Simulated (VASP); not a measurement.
```
NaF2H
1.0
    1.70390     0.98375     4.57044
   -1.70390     0.98375     4.57044
    0.00000    -1.96750     4.57044
Na H F
1 1 2
Direct
  0.00000   0.00000   0.00000
  0.50000   0.50000   0.50000
  0.58293   0.58293   0.58293
  0.41707   0.41707   0.41707
```

These are r2SCAN meta-GGA, VASP's PBE PAW potentials (set 64) (plane waves; VASP) values and carry that method's errors. Numerical set-up: 520 eV cut-off, 7×7×7 Γ-centred mesh, Gaussian smearing of 0.050 eV, potentials Na_pv H F.

**Question.** Estimate the energy per atom (σ→0).

**Answer.** 
```
Item                            Value
---------------------  --------------
energy per atom (σ→0)  -5.695 eV/atom
```

Only differences to runs with the same potentials and settings are physical.

The structure comes from a computed database's NaHF2 entry (R-3m); how it stands against other phases isn't given here. It was relaxed first. The start is the result of an earlier pass.
